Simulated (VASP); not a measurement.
A convergence study with VASP on KMgF3 (cubic perovskite): one setting is varied, all else stays as given below, so the limit is that of these other settings.

```xyz
5
Lattice="3.9900 0.0000 0.0000 0.0000 3.9900 0.0000 0.0000 0.0000 3.9900" Properties=species:S:1:pos:R:3 pbc="T T T"
K      0.0000     0.0000     0.0000
Mg     1.9950     1.9950     1.9950
F      1.9950     0.0000     1.9950
F      0.0000     1.9950     1.9950
F      1.9950     1.9950     0.0000
```

The numbers are results of PBE GGA, VASP's PBE PAW potentials (set 64) (plane waves; VASP 6.6.1), not measurements. The tightest run used: 700 eV cut-off, 14×14×14 Γ-centred mesh, Gaussian smearing of 0.050 eV, potentials K_sv Mg F.

The reference is 14×14×14 mesh, which took about 5 core-minutes. Costs are core time on shared hosts, one run each; read them as rough ratios.

Q: Of the settings 1×1×1 mesh; 2×2×2 mesh; 3×3×3 mesh; 4×4×4 mesh; 5×5×5 mesh; 6×6×6 mesh; 7×7×7 mesh; 8×8×8 mesh; 9×9×9 mesh; 10×10×10 mesh; 11×11×11 mesh; 12×12×12 mesh; 13×13×13 mesh; 14×14×14 mesh, which is the lowest that keeps the difference from the reference in E (eV/atom) within 0.005 from there on, and what does it cost?

A: 2×2×2 mesh; its cost over the reference is about 1/20.
| setting | difference in E (eV/atom) | cost over the reference |
|---|---|---|
| 1×1×1 mesh | 0.6321 | about 1/30 |
| 2×2×2 mesh | 0.0035 | about 1/20 |
| 3×3×3 mesh | 0.0000 | about 1/20 |
| 4×4×4 mesh | 0.0000 | about 1/9 |
| 5×5×5 mesh | 0.0000 | about 1/9 |
| 6×6×6 mesh | 0.0000 | about 1/5 |
| 7×7×7 mesh | 0.0000 | about 1/6 |
| 8×8×8 mesh | 0.0000 | about 1/3 |
| 9×9×9 mesh | 0.0000 | about 1/3 |
| 10×10×10 mesh | 0.0000 | about 1/2 |
| 11×11×11 mesh | 0.0000 | about 1/2 |
| 12×12×12 mesh | 0.0000 | within a factor of 2 |
| 13×13×13 mesh | 0.0000 | within a factor of 2 |
| 14×14×14 mesh | 0.0000 | reference |

Left out are rungs that failed or repeat a setting and relaxations that didn't move; long series are thinned to 24 rows.

The compound is KMgF3 in the cubic perovskite structure. The cell was not relaxed at this level.
